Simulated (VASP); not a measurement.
A convergence study with VASP on SnTe (rock salt): one setting is varied, all else stays as given below, so the limit is that of these other settings.

```
SnTe
1.0
    0.00000     3.16000     3.16000
    3.16000     0.00000     3.16000
    3.16000     3.16000     0.00000
Sn Te
1 1
Direct
  0.00000   0.00000   0.00000
  0.50000   0.50000   0.50000
```

The numbers are results of PBEsol GGA, VASP's PBE PAW potentials (set 64) (plane waves; VASP 6.6.1), not measurements. The tightest run used: 550 eV cut-off, 16×16×16 Γ-centred mesh, Gaussian smearing of 0.050 eV, potentials Sn_d Te.

Question: The settings run are 1×1×1 mesh; 2×2×2 mesh; 3×3×3 mesh; 4×4×4 mesh; 5×5×5 mesh; 6×6×6 mesh; 7×7×7 mesh; 8×8×8 mesh; 9×9×9 mesh; 10×10×10 mesh; 11×11×11 mesh; 12×12×12 mesh; 13×13×13 mesh; 14×14×14 mesh; 15×15×15 mesh; 16×16×16 mesh. From which on does the energy per atom stay within 0.002 eV/atom of the tightest run?

Answer: From 8×8×8 mesh on: it is off by 0.0006 there and by no more than 0.002 in any finer run, while 7×7×7 mesh is off by 0.0027.
| setting | E (eV/atom) | pressure (GPa) | irreducible k-points | difference judged (eV/atom) |
|---|---|---|---|---|
| 1×1×1 mesh | -0.7473 | 33.66 | 1 | 3.4214 |
| 2×2×2 mesh | -3.2256 | 2.42 | 3 | 0.9431 |
| 3×3×3 mesh | -4.2169 | -0.76 | 4 | 0.0482 |
| 4×4×4 mesh | -4.1707 | -1.38 | 8 | 0.0021 |
| 5×5×5 mesh | -4.1721 | -0.76 | 10 | 0.0034 |
| 6×6×6 mesh | -4.1693 | -0.75 | 16 | 0.0006 |
| 7×7×7 mesh | -4.1713 | -0.75 | 20 | 0.0027 |
| 8×8×8 mesh | -4.1681 | -0.68 | 29 | 0.0006 |
| 9×9×9 mesh | -4.1696 | -0.69 | 35 | 0.0009 |
| 10×10×10 mesh | -4.1686 | -0.68 | 47 | 0.0001 |
| 11×11×11 mesh | -4.1689 | -0.67 | 56 | 0.0002 |
| 12×12×12 mesh | -4.1687 | -0.68 | 72 | 0.0000 |
| 13×13×13 mesh | -4.1688 | -0.67 | 84 | 0.0001 |
| 14×14×14 mesh | -4.1687 | -0.67 | 104 | 0.0000 |
| 15×15×15 mesh | -4.1687 | -0.67 | 120 | 0.0000 |
| 16×16×16 mesh | -4.1687 | -0.67 | 145 | 0.0000 |

Left out are rungs that failed or repeat a setting and relaxations that didn't move; long series are thinned to 24 rows.

The compound is SnTe in the rock salt structure, which distorts at low temperature. The cell was not relaxed at this level.
